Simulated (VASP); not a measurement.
Output of a VASP run:

File OSZICAR:
```
...
DAV:  15    -0.238842617576E+02   -0.52241E-02   -0.14629E-03  1952   0.430E-01    0.430E-01
DAV:  16    -0.238798975171E+02    0.43642E-02   -0.15735E-03  1952   0.376E-01    0.388E-01
DAV:  17    -0.238838022795E+02   -0.39048E-02   -0.10431E-03  1872   0.310E-01    0.390E-01
DAV:  18    -0.238840675920E+02   -0.26531E-03   -0.24930E-05  2517   0.499E-02    0.388E-01
DAV:  19    -0.238840989341E+02   -0.31342E-04   -0.83016E-07  2434   0.753E-03    0.388E-01
DAV:  20    -0.238844286847E+02   -0.32975E-03   -0.12933E-05  1887   0.347E-02    0.388E-01
DAV:  21    -0.238872807518E+02   -0.28521E-02   -0.56415E-04  1872   0.300E-01    0.393E-01
DAV:  22    -0.238872624078E+02    0.18344E-04   -0.95201E-06  2212   0.414E-02    0.395E-01
DAV:  23    -0.238875230514E+02   -0.26064E-03   -0.10367E-04  1872   0.117E-01    0.397E-01
DAV:  24    -0.238881104204E+02   -0.58737E-03   -0.18052E-05  1902   0.474E-02    0.397E-01
DAV:  25    -0.238882123930E+02   -0.10197E-03   -0.34766E-07  2477   0.725E-03    0.397E-01
DAV:  26    -0.238882222100E+02   -0.98169E-05   -0.86936E-08  1418   0.398E-03    0.397E-01
DAV:  27    -0.238899013832E+02   -0.16792E-02   -0.15232E-04  1872   0.132E-01    0.403E-01
DAV:  28    -0.238899229434E+02   -0.21560E-04   -0.15047E-06  2407   0.165E-02    0.403E-01
DAV:  29    -0.238887267262E+02    0.11962E-02   -0.18643E-04  1877   0.157E-01    0.404E-01
DAV:  30    -0.238883192031E+02    0.40752E-03   -0.16411E-04  1872   0.175E-01    0.399E-01
DAV:  31    -0.238871807122E+02    0.11385E-02   -0.72460E-04  1872   0.277E-01    0.366E-01
DAV:  32    -0.238854313519E+02    0.17494E-02   -0.46940E-04  1952   0.253E-01    0.342E-01
DAV:  33    -0.238872840513E+02   -0.18527E-02   -0.12298E-04  2312   0.118E-01    0.318E-01
DAV:  34    -0.238869133453E+02    0.37071E-03   -0.19095E-05  1902   0.582E-02    0.312E-01
DAV:  35    -0.238885284363E+02   -0.16151E-02   -0.63228E-05  1872   0.919E-02    0.288E-01
DAV:  36    -0.238896489993E+02   -0.11206E-02   -0.86281E-05  1872   0.118E-01    0.274E-01
DAV:  37    -0.238936378785E+02   -0.39889E-02   -0.41978E-04  1872   0.200E-01    0.168E-01
DAV:  38    -0.238946920140E+02   -0.10541E-02   -0.16867E-04  1872   0.109E-01    0.116E-01
DAV:  39    -0.238950858649E+02   -0.39385E-03   -0.14628E-04  1952   0.822E-02    0.873E-02
DAV:  40    -0.238952230985E+02   -0.13723E-03   -0.33940E-05  2157   0.391E-02    0.798E-02
DAV:  41    -0.238954081210E+02   -0.18502E-03   -0.11326E-04  1927   0.615E-02    0.634E-02
DAV:  42    -0.238955419357E+02   -0.13381E-03   -0.11549E-04  2027   0.745E-02    0.480E-02
DAV:  43    -0.238955875903E+02   -0.45655E-04   -0.29783E-05  2272   0.380E-02    0.356E-02
DAV:  44    -0.238956463597E+02   -0.58769E-04   -0.26771E-05  1912   0.467E-02    0.134E-02
DAV:  45    -0.238956293895E+02    0.16970E-04   -0.97653E-06  2127   0.291E-02    0.704E-03
DAV:  46    -0.238956299811E+02   -0.59160E-06   -0.19886E-06  2187   0.133E-02    0.602E-03
DAV:  47    -0.238956295003E+02    0.48081E-06   -0.34024E-07  2012   0.720E-03    0.450E-03
DAV:  48    -0.238956300399E+02   -0.53955E-06   -0.25141E-07  1912   0.565E-03    0.366E-03
DAV:  49    -0.238956298321E+02    0.20779E-06   -0.46223E-08  1467   0.254E-03    0.271E-03
DAV:  50    -0.238956299393E+02   -0.10721E-06   -0.41493E-08  1331   0.203E-03    0.201E-03
DAV:  51    -0.238956298348E+02    0.10445E-06   -0.10476E-08  1016   0.112E-03    0.843E-04
DAV:  52    -0.238956298390E+02   -0.41089E-08   -0.16480E-09   971   0.673E-04
   1 F= -.23895630E+02 E0= -.23895630E+02  d E =0.000000E+00
       N       E                     dE             ncg
```

**OUTCAR**
```
------------------------ aborting loop because EDIFF is reached ----------------------------------------
  FORCE on cell =-STRESS in cart. coord.  units (eV):
  Direction    XX          YY          ZZ          XY          YZ          ZX
  --------------------------------------------------------------------------------------
  Total       -0.0174639     -0.0174639     -0.0174639      0.0000000     -0.0000000      0.0000000
  in kB       -0.4785365     -0.4785365     -0.4785365      0.0000000     -0.0000000      0.0000000
  external PRESSURE =      -0.4785365 kB  Pullay stress =       0.0000000 kB
  volume of cell :       58.47
      direct lattice vectors                 reciprocal lattice vectors
     0.000000000  3.080603439  3.080603439    -0.162305863  0.162305863  0.162305863
     3.080603439  0.000000000  3.080603439     0.162305863 -0.162305863  0.162305863
     3.080603439  3.080603439  0.000000000     0.162305863  0.162305863 -0.162305863
  FREE ENERGIE OF THE ION-ELECTRON SYSTEM (eV)
  ---------------------------------------------------
  free  energy   TOTEN  =       -23.8956298390 eV

  energy  without entropy=      -23.8956298390  energy(sigma->0) =      -23.89562984

 total charge

# of ion       s       p       d       tot
------------------------------------------
    1        0.782   0.669   9.880  11.332
    2        1.216   1.553   0.019   2.788
--------------------------------------------------
tot          1.998   2.222   9.900  14.120
```
(Selected blocks of OUTCAR.)

### POSCAR
```
InAs
1
    0.0000000000     3.0806034390     3.0806034390
    3.0806034390     0.0000000000     3.0806034390
    3.0806034390     3.0806034390     0.0000000000
In As
1 1
Direct
  0.0000000000   0.0000000000   0.0000000000
  0.2500000000   0.2500000000   0.2500000000
```

Task: Write an INCAR and KPOINTS that could have produced this output.

Result: Several could match; the one computed here: the input of the run itself, TPSS meta-GGA, plane waves, VASP's PBE PAW potentials (set 64).

### INCAR
```
# general
SYSTEM =InAs
PREC   =Accurate
ENCUT  =520
LREAL  =F
LASPH  =T   # aspherical one-centre terms

# electronic loop
EDIFF  =1E-7   # SCF stop (eV)
NELM   =100   # most electronic steps
ALGO   =Normal   # blocked Davidson
LMAXMIX=4
LMIXTAU=T

# smearing
ISMEAR =-5

# functional
METAGGA=TPSS

# ions
ISIF   =2   # forces and stress, cell fixed

# output
LWAVE  =F
LCHARG =F
LORBIT =11   # lm-projected
NEDOS  =601
```

File KPOINTS:
```
Automatic
0
Gamma
12 12 12
```

File KPOINTS_OPT:
```
k-points along high-symmetry lines
10
Line-mode
Reciprocal
  0.000000   0.000000   0.000000 ! GAMMA
 -0.500000  -0.500000   0.000000 ! X

 -0.500000  -0.500000   0.000000 ! X
 -0.375000  -0.375000   0.250000 ! U

 -0.375000  -0.000000   0.375000 ! K
  0.000000   0.000000   0.000000 ! GAMMA

  0.000000   0.000000   0.000000 ! GAMMA
 -0.000000  -0.000000   0.500000 ! L

 -0.000000  -0.000000   0.500000 ! L
 -0.500000  -0.250000   0.250000 ! W

 -0.500000  -0.250000   0.250000 ! W
 -0.500000  -0.500000   0.000000 ! X
```

POTCAR, in this order: In_d As (PBE.64 set). Program: vasp_std.

For a metal the tetrahedron method with Blöchl corrections gives inexact stress and forces.

The compound is InAs in the zinc blende structure. It was relaxed first, which changed the volume by +5 %.
